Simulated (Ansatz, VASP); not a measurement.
# Cross-check of SiO2 between VASP and Ansatz

Aim: how closely do two programs agree when they are given the same cell, functional and k mesh? The cell is taken from a series of runs on this material, whose earlier steps may have relaxed, scaled, displaced or heated it; both programs get it as it stands.

Main program and level: Ansatz 0.2.0; plane waves, with VASP 6.6.1 beside it; PBE.

**1. The starting structure**

The structure is monoclinic, space group C2 (No. 5). Conventional cell: a = 8.515 Å, b = 4.917 Å, c = 5.407 Å, α = 90.00°, β = 90.00°, γ = 90.00°. Si has 4 O at 1.60 to 1.62 Å nearest. Nearest to Si lie 4 O at 1.61 Å. Nearest to O lie 2 Si at 1.61 to 1.62 Å. Nearest to O lie 2 Si at 1.60 to 1.61 Å. Nearest to O lie 2 Si at 1.61 Å. Farther neighbours and most contacts between anions are not listed.

Structure file:

```xyz
9
Lattice="4.2574 -2.4585 0.0000 4.2574 2.4585 0.0000 0.0000 0.0000 5.4070" Properties=species:S:1:pos:R:3 pbc="T T T"
Si    2.2560    1.3028    4.5057
Si    4.2574   -0.1473    2.7035
Si    2.0014   -1.1557    0.9013
O     6.7526    0.2997    5.1404
O     4.8824    0.7843    1.5426
O     1.7621    0.2997    0.2666
O     3.1194   -1.0815    2.0584
O     5.3954   -1.0815    3.3486
O     3.6324    0.7843    3.8644
```

**2. VASP: single point, PBE**

With cell and atoms fixed, the geometry can't cause a difference; cores, projectors, grids and the points listed under the comparison can.

Lines of VASP's logs that name or quote its potential files are left out, and so is its time.

Contents of INCAR:

```
SYSTEM = SiO2
PREC = Accurate
ENCUT = 600
EDIFF = 1E-06
NELM = 120
ISMEAR = -1
SIGMA = 0.05
LREAL = .FALSE.
ALGO = Normal
GGA = PE
NBANDS = 33
LORBIT = 11
LWAVE = .FALSE.
LCHARG = .FALSE.
ISIF = 2
LASPH = .TRUE.
GGA_COMPAT = .FALSE.
EFERMI = MIDGAP
KPAR = 2
```

Contents of POSCAR:

```
SiO2
1.0
    4.2573816869     -2.4585013378      0.0000000000
    4.2573816869      2.4585013378      0.0000000000
    0.0000000000      0.0000000000      5.4070000000
Si O
3 6
Direct
    0.0000000000      0.5299000000      0.8333000000
    0.5299500000      0.4700500000      0.5000000000
    0.4701000000      0.0000000000      0.1667000000
    0.7321000000      0.8540000000      0.9507000000
    0.4139000000      0.7329000000      0.2853000000
    0.1460000000      0.2679000000      0.0493000000
    0.5863000000      0.1464000000      0.3807000000
    0.8536000000      0.4137000000      0.6193000000
    0.2671000000      0.5861000000      0.7147000000
```

Contents of KPOINTS:

```
Automatic mesh
0
Gamma
5 5 4
0 0 0
```

The projector-augmented-wave data sets are Si and O (PBE family, release 64).

On the command line:

```console
$ mpirun -np 2 vasp_std
```

Numbers of over 12 decimals in the logs are rounded to 6 here.

Log:

```text
[banner, memory and clock lines left out]
running    2 mpi-ranks, on    1 nodes
 distrk:  each k-point on    1 cores,    2 groups
 distr:  one band on    1 cores,    1 groups

 POSCAR found type information on POSCAR SiO
 POSCAR found :  2 types and       9 ions
 LDA part: xc-table for (Slater+PW92), standard interpolation
 POSCAR, INCAR and KPOINTS ok, starting setup
 FFT: planning ... GRIDC
 FFT: planning ... GRID_SOFT
 FFT: planning ... GRID
 WAVECAR not read
 entering main loop
       N       E                     dE             d eps       ncg     rms          rms(c)
DAV:   1     0.305664819532E+03    0.30566E+03   -0.27293E+04  2178   0.151E+03
DAV:   2    -0.603724131420E+02   -0.36604E+03   -0.35381E+03  2808   0.324E+02
DAV:   3    -0.803749487572E+02   -0.20003E+02   -0.19916E+02  2747   0.802E+01
DAV:   4    -0.805995315704E+02   -0.22458E+00   -0.22436E+00  2716   0.949E+00
DAV:   5    -0.806029056168E+02   -0.33740E-02   -0.33728E-02  2732   0.115E+00    0.257E+01
DAV:   6    -0.710314241362E+02    0.95715E+01   -0.36040E+01  2536   0.324E+01    0.122E+01
DAV:   7    -0.710408647537E+02   -0.94406E-02   -0.10301E+00  2756   0.503E+00    0.446E+00
DAV:   8    -0.710408273446E+02    0.37409E-04   -0.51958E-02  2658   0.173E+00    0.166E+00
DAV:   9    -0.710528187250E+02   -0.11991E-01   -0.26120E-02  2620   0.116E+00    0.333E-01
DAV:  10    -0.710544377849E+02   -0.16191E-02   -0.31535E-03  2683   0.310E-01    0.948E-02
DAV:  11    -0.710544081987E+02    0.29586E-04   -0.75159E-04  2724   0.164E-01    0.153E-02
DAV:  12    -0.710544178033E+02   -0.96046E-05   -0.22858E-05  2722   0.287E-02    0.121E-02
DAV:  13    -0.710544204901E+02   -0.26868E-05   -0.74398E-06  2676   0.154E-02    0.436E-03
DAV:  14    -0.710544210417E+02   -0.55153E-06   -0.60424E-07  1940   0.474E-03
   1 F= -.71054421E+02 E0= -.71054421E+02  d E =0.000000E+00
```

OUTCAR, selected parts (step 2):

```text
ion  position               nearest neighbor table
   1  0.000  0.530  0.833-   9 1.60   4 1.61   8 1.61   6 1.62   2 3.06   2 3.06   3 3.06   3 3.06

  LATTYP: Found a base centered orthorhombic cell.
 ALAT       =     4.9170026756
 B/A-ratio  =     1.7316979338
 C/A-ratio  =     1.0996536623

 Subroutine GETGRP returns: Found  2 space group operations
 (whereof  2 operations were pure point group operations)

The static configuration has the point symmetry C_2 .

 Found     33 irreducible k-points:

   k-points           NKPTS =     33   k-points in BZ     NKDIM =     33   number of bands    NBANDS=     33

   dimension x,y,z NGX =    40 NGY =   40 NGZ =   48
   dimension x,y,z NGXF=    80 NGYF=   80 NGZF=   96

   ENCUT  =  600.0 eV  44.10 Ry    6.64 a.u.   9.82  9.82 10.80*2*pi/ulx,y,z

   NELECT =      48.0000    total number of electrons

 k-points in reciprocal lattice and weights: Automatic mesh
   0.00000000  0.00000000  0.00000000       0.010
   0.20000000 -0.00000000  0.00000000       0.040
   0.40000000  0.00000000  0.00000000       0.040
   0.20000000  0.20000000  0.00000000       0.020
   0.40000000  0.20000000  0.00000000       0.040
  -0.40000000  0.20000000  0.00000000       0.040
  -0.20000000  0.20000000  0.00000000       0.020
   0.40000000  0.40000000  0.00000000       0.020
  -0.40000000  0.40000000  0.00000000       0.020
[...]
0.40000000  0.40000000  0.50000000       0.020
  -0.40000000  0.40000000  0.50000000       0.020

 average (electrostatic) potential at core
       1 -86.4047       2 -86.4331       3 -86.4047       4 -72.3800       5 -72.4031
       6 -72.3800       7 -72.3998       8 -72.3998       9 -72.4031

 E-fermi :   4.0805

 k-point     1 :       0.0000    0.0000    0.0000
  band No.  band energies     occupation
    ...
     20       0.0854      2.00000
     21       0.0993      2.00000
     22       0.3958      2.00000
     23       0.7598      2.00000
     24       0.7717      2.00000
     25       7.0828      0.00000
     26      10.3672      0.00000
     27      10.3854      0.00000
     28      10.8621      0.00000
     29      10.8813      0.00000
    ...

 k-point     2 :       0.2000   -0.0000    0.0000
  band No.  band energies     occupation
    ...
     20       0.0207      2.00000
     21       0.0865      2.00000
     22       0.2748      2.00000
     23       0.8350      2.00000
     24       0.8867      2.00000
     25       7.6766      0.00000
     26      10.3684      0.00000
     27      10.4321      0.00000
     28      10.9297      0.00000
     29      11.0635      0.00000
    ...

 k-point     3 :       0.4000    0.0000    0.0000
  band No.  band energies     occupation
    ...
     20      -0.0097      2.00000
     21       0.0562      2.00000
     22       0.2829      2.00000
     23       0.8337      2.00000
     24       1.0297      2.00000
     25       8.9417      0.00000
     26      10.2978      0.00000
     27      10.6160      0.00000
     28      10.9652      0.00000
     29      11.5293      0.00000
    ...

  Total        5.1121772      4.8095126      4.6857340      0.0000000      0.0000000      0.1618162
  in kB       72.3630864     68.0788559     66.3267642      0.0000000      0.0000000      2.2905153
  external PRESSURE =      68.9229022 kB  Pullay stress =       0.0000000 kB

  energy-cutoff  :      600.00
  volume of cell :      113.19
      direct lattice vectors                 reciprocal lattice vectors
     4.257381687 -2.458501338  0.000000000     0.117443076 -0.203375932  0.000000000
     4.257381687  2.458501338  0.000000000     0.117443076  0.203375932  0.000000000
     0.000000000  0.000000000  5.407000000     0.000000000  0.000000000  0.184945441

 POSITION                                       TOTAL-FORCE (eV/Angst)
 -----------------------------------------------------------------------------------
      2.25599      1.30276      4.50565        -0.100610     -0.079081      0.140874
      4.25738     -0.14726      2.70350        -0.000000      0.062810      0.000000
      2.00140     -1.15574      0.90135         0.100610     -0.079081     -0.140874
      6.75263      0.29969      5.14043         0.243668      0.323599      0.010175
      4.88237      0.78426      1.54262        -0.402959      0.062191     -0.039851
      1.76213      0.29969      0.26657        -0.243668      0.323599     -0.010175
      3.11938     -1.08149      2.05844         0.035231     -0.338113      0.186872
      5.39538     -1.08149      3.34856        -0.035231     -0.338113     -0.186872
      3.63240      0.78426      3.86438         0.402959      0.062191      0.039851
 -----------------------------------------------------------------------------------
    total drift:                                0.000000      0.000145     -0.000000

  FREE ENERGIE OF THE ION-ELECTRON SYSTEM (eV)
  ---------------------------------------------------
  free  energy   TOTEN  =       -71.0544210417 eV

  energy  without entropy=      -71.0544210417  energy(sigma->0) =      -71.05442104

 total charge
# of ion       s       p       d       tot
------------------------------------------
    1        0.649   1.017   0.000   1.666
    2        0.648   1.013   0.000   1.662
    3        0.649   1.017   0.000   1.666
    4        1.547   3.710   0.000   5.258
    5        1.547   3.712   0.000   5.260
    6        1.547   3.710   0.000   5.258
    7        1.547   3.713   0.000   5.261
    8        1.547   3.713   0.000   5.261
    9        1.547   3.712   0.000   5.260
--------------------------------------------------
tot         11.231  25.319   0.000  36.550

[... 3 further parts left out ...]
```

The run ends at a pressure of 6.89 GPa, with forces up to 0.41 eV/Å.

**3. Ansatz: single point, PBE**

Ansatz runs on its default PAW (the set named soft_2) files.

The same cell, functional, mesh and smearing now go to Ansatz, which takes its cutoff from its data sets.

Contents of input.yaml:

```yaml
crystal:
  lattice:
    - [4.2573816869, -2.4585013378, 0.0]
    - [4.2573816869, 2.4585013378, 0.0]
    - [0.0, 0.0, 5.407]
  atoms:
    - { symbol: Si, position: [0.0, 0.5299, 0.8333] }
    - { symbol: Si, position: [0.52995, 0.47005, 0.5] }
    - { symbol: Si, position: [0.4701, 0.0, 0.1667] }
    - { symbol: O, position: [0.7321, 0.854, 0.9507] }
    - { symbol: O, position: [0.4139, 0.7329, 0.2853] }
    - { symbol: O, position: [0.146, 0.2679, 0.0493] }
    - { symbol: O, position: [0.5863, 0.1464, 0.3807] }
    - { symbol: O, position: [0.8536, 0.4137, 0.6193] }
    - { symbol: O, position: [0.2671, 0.5861, 0.7147] }
kpoints:
  mp_grid: { grid: [5, 5, 4] }
  band_path:
    path:
      - [[0.0, 0.0, 0.0], [0.3333673, -0.3333673, 0.0], [0.0, -0.5, 0.0], [0.0, -0.5, -0.5], [0.3333673, -0.3333673, -0.5], [0.0, 0.0, -0.5], [0.0, 0.0, 0.0], [-0.5, -0.5, 0.0], [-0.3333673, -0.6666327, 0.0], [-0.3333673, -0.6666327, -0.5], [-0.5, -0.5, -0.5], [-0.5, -0.5, 0.0]]
      - [[0.0, 0.0, -0.5], [-0.5, -0.5, -0.5]]
    npoints: 5
scf:
  occupations: { method: fermi_dirac, width: 0.05 }
  n_extra_bands: 13
hamiltonian:
  xc: pbe
  pseudopotentials: { kind: paw }
output:
  forces: true
  stress: true
  populations: true
  write_bands: true
```

On the command line:

```console
$ ansatz run input.yaml --threads 4 --pin off --max-ram 8192MiB --backend cpu --events-out ev --progress --plain --runs-dir out
```

Log:

```text
scf.n_extra_bands = 13 over 24 filled bands (N_el = 48.0): the run solves 37 bands
Engine: ansatz 0.2.0, x86_64-unknown-linux-gnu
Pseudopotentials: kind: paw
Pseudopotential: Si, paw, valence charge 4, recommended cutoff 420 eV (normal), Si.paw.azcp
Pseudopotential: O, paw, valence charge 6, recommended cutoff 420 eV (normal), O.paw.azcp
Functional definition: PBE
  parameter kappa = 0.804
  parameter beta = 0.066725
  exchange = pbe_x(kappa = kappa, mu = beta*pi^2/3)
  correlation = pbe_c(beta = beta)
Crystal: 9 atoms, lattice volume = 113.188 Å³
Basis set: ecut = 420 eV, 2209 PW (Γ), exchange–correlation on 72×72×80 points (8 copies of the dense FFT grid, shifted against one another)
Bands: 37, of which v1, the nominal top of the filled ones, is band 24 counted from 1 (23 counted from 0)
Symmetry: 2 space group operations
Space group: C2 (ITA 5), of the structure as read, at distance tolerance 4.8e-5 Å
k-points: 33 of 100 (time reversal used)
Non-local potential: Si, projectors of the file, l = 0: 2, l = 1: 2, l = 2: 2
Non-local potential: O, projectors of the file, l = 0: 2, l = 1: 2, l = 2: 1
PAW form: soft (Blöchl's): semilocal exchange-correlation on the pseudo side does not see the compensation charge
PAW one-centre angular grid: Si, 110 points (default); XC on 64 Gauss nodes
PAW one-centre angular grid: O, 110 points (default); XC on 64 Gauss nodes
Initial density: superposition of atomic densities (neutral atoms: chi_scale 0, normalization atom), corrected by the library's trained network
Initial wavefunctions: pseudopotential atomic-orbital guess
Functional: x = pbe(κ = 0.804, μ = 0.219515), c = pbe(β = 0.066725)
SCF iter   1: F=—  HF=-5322.118816 eV  |F-HF|=—  |Δ(HF+E_count)|=         —  Δρ=1.31e-3  dr2=9.96e-4  ethr=1.77e-3  ⟨swp⟩=6.3  Hψ=6384  notcnv=0  defer=67
preconditioner: auto → Resta (q_TF=auto, 2.365 Å⁻¹)  ε∞=2.8  [insulator: Δε(μ)=5.997 eV  Ē_g=17.851 eV  σ=0.050 eV  W_gap=1.00  n_scr=22 (ndim 8)  ℏωp=24.2 eV  f_vac=0.113  D(μ)=0.00/eV (n_scr^D=0)  ε∞_Penn≈2.8]
SCF iter   2: F=—  HF=-5322.121392 eV  |F-HF|=—  |Δ(HF+E_count)|=   2.58e-3  Δρ=5.81e-4  dr2=1.20e-4  ethr=2.08e-6  ⟨swp⟩=2.8  Hψ=2645  notcnv=0  defer=139
SCF iter   3: F=—  HF=-5322.121860 eV  |F-HF|=—  |Δ(HF+E_count)|=   4.67e-4  Δρ=2.21e-4  dr2=2.56e-5  ethr=2.51e-7  ⟨swp⟩=2.1  Hψ=1552  notcnv=0  defer=139
SCF iter   4: F=—  HF=-5322.121927 eV  |F-HF|=—  |Δ(HF+E_count)|=   6.73e-5  Δρ=4.09e-5  dr2=1.17e-6  ethr=5.34e-8  ⟨swp⟩=2.0  Hψ=1805  notcnv=0  defer=139
SCF iter   5: F=—  HF=-5322.121929 eV  |F-HF|=—  |Δ(HF+E_count)|=   2.02e-6  Δρ=1.26e-5  dr2=1.97e-7  ethr=2.43e-9  ⟨swp⟩=2.7  Hψ=1893  notcnv=0  defer=139
SCF iter   6: F=-5322.121930 eV  HF=-5322.121930 eV  |F-HF|=7.13e-9  |Δ(HF+E_count)|=   4.82e-7  Δρ=3.49e-6  dr2=1.09e-8  ethr=2.08e-10  ⟨swp⟩=11.6  Hψ=6764  notcnv=0
SCF 1 converged in 6 iterations: F = -5322.121930 eV  dr2 = 1.09e-8
  greatest PAW one-centre occupation: 0.863 electrons in one spin orbital (limit 2), on the O atom at site 8 (counted from 0), in its partial waves of l = 0
NSCF: frozen V_eff on 62 k-points
SCF converged after 6 iterations
Free energy (F): -5322.121930 eV
Harris-Foulkes:  -5322.121930 eV  (|F-HF|=7.13e-9)
Internal energy: -5322.121930 eV  (E = F + TS)
E sigma→0 (E₀):  -5322.121930 eV
Fermi energy:    5.601458 eV
--- Per-component energies (eV) ---
  E_band       = -205.533601
  E_kinetic    = 1210.988616
  E_local      = -2957.770773  (includes V_loc(G=0)·N_el)
  E_nonlocal   = 361.523025
  E_hartree    = 1061.337621
  E_xc         = -613.753899
  E_vxc        = -712.526330  (∫ρ·V_xc dr)
  E_paw        = -2494.342748  (= ΣΔE_a)
  E_vpaw       = -230.440315  (= ΣTr[D̂ρ^β])
  E_aug_tail   = 0.015661  (compensation charges beyond the density's cutoff)
  E_ewald      = -1890.119432
  E_smearing   = -0.000000  (= −TS)
  E_closure    = -0.000000  (closes the sum)
  Σ components = -5322.121930   (vs F -5322.121930, Δ=0.00e0)
--- Forces (eV/Å), atoms counted from 1 ---
  atom   1  Si    -0.11165295    -0.08416280     0.14009122
  atom   2  Si     0.00000000     0.07643047    -0.00000000
  atom   3  Si     0.11165295    -0.08416280    -0.14009122
  atom   4  O      0.25299836     0.31991662     0.00347272
  atom   5  O     -0.40547382     0.07172271    -0.04544349
  atom   6  O     -0.25299836     0.31991662    -0.00347272
  atom   7  O      0.04039655    -0.34569045     0.19120437
  atom   8  O     -0.04039655    -0.34569045    -0.19120437
  atom   9  O      0.40547382     0.07172271     0.04544349
  max |Σ_I F_I| component: 2.62e-6 eV/Å
--- Stress (GPa, compression-positive) ---
        7.345937       0.000000       0.226639
        0.000000       6.918917      -0.000000
        0.226657      -0.000000       6.720243
  P = ⅓ Tr σ = 6.9950 GPa (69.950 kbar)
--- Band table (eV; the first three rows and the last of 33) ---
  k-point 0: bands = [... 20 lower, 1.5435, 1.8414, 2.2095, 2.2216, 8.5258, 11.8282, 11.8463, 12.3187, ... 9 higher]
  k-point 1: bands = [... 20 lower, 1.4594, 1.9947, 2.3105, 2.4366, 9.1252, 11.7078, 11.7621, 11.8018, ... 9 higher]
  k-point 2: bands = [... 20 lower, 1.3252, 2.3154, 2.3168, 2.4474, 10.4816, 10.4830, 11.5911, 12.2797, ... 9 higher]
  k-point 32: bands = [... 20 lower, 1.6610, 1.7184, 1.9053, 2.1613, 11.4938, 12.1591, 12.3293, 12.4191, ... 9 higher]
--- Löwdin populations: 9 sites ---
  site symbol       q [e]
     0     Si      2.2001
     1     Si      2.1997
     2     Si      2.2001
     3      O      6.7920
     4      O      6.7916
     5      O      6.7920
     6      O      6.7919
     7      O      6.7919
     8      O      6.7916
  spilling = 0.013526 (of n_electrons = 48.000000)
```

The column dr2 measures how far the density is from self-consistency, as an energy; F and HF (Harris–Foulkes) agree once it is small.

**4. Comparison**

Known differences besides the potentials themselves: the cutoff is 420 eV in Ansatz and 600 eV in VASP. Total energies have different zeros and are not compared.

The two programs side by side:

| quantity | Ansatz | VASP | difference |
| --- | --- | --- | --- |
| pressure (GPa) | 7.00 | 6.89 | +0.10 |
| gap on the k mesh (eV) | 6.000 | 6.005 | -0.004 |

Forces (eV/Å; atoms numbered as in POSCAR):

| atom | Ansatz x, y, z | VASP x, y, z |
| --- | --- | --- |
| Si1 | -0.112, -0.084, 0.140 | -0.101, -0.079, 0.141 |
| Si2 | 0.000, 0.076, 0.000 | 0.000, 0.063, 0.000 |
| Si3 | 0.112, -0.084, -0.140 | 0.101, -0.079, -0.141 |
| O4 | 0.253, 0.320, 0.003 | 0.244, 0.324, 0.010 |
| O5 | -0.405, 0.072, -0.045 | -0.403, 0.062, -0.040 |
| O6 | -0.253, 0.320, -0.003 | -0.244, 0.324, -0.010 |
| O7 | 0.040, -0.346, 0.191 | 0.035, -0.338, 0.187 |
| O8 | -0.040, -0.346, -0.191 | -0.035, -0.338, -0.187 |
| O9 | 0.405, 0.072, 0.045 | 0.403, 0.062, 0.040 |

The forces differ by 6.8 meV/Å r.m.s., which is 3.4 % of the r.m.s. force of 0.196 eV/Å (both taken over all components). A gap on the mesh is an upper bound, since the band edges may lie between its points.

**5. Summary of results**

```yaml
r_m_s_force_difference_single_point_pbe: 6.8 meV/Å
```

What this shows: The r.m.s. force difference is 6.8 meV/Å (single point, PBE), within the 12 meV/Å picked in this series as the mark of a large difference. How closely two codes agree says nothing of how well the functional describes the real material.

[Lines on the potential files, build, host, timing and source positions are cut from VASP's logs without a mark.]

[Logs are printed without paths, hosts, clocks, repeated set-up lines and the standing remarks that a program may print on its own settings, such as how far it seeks lower states.]

[Hosts, paths, dates, database ids (printed as entryN), source tags and the programs' standing remarks are cut or masked in the printed files.]
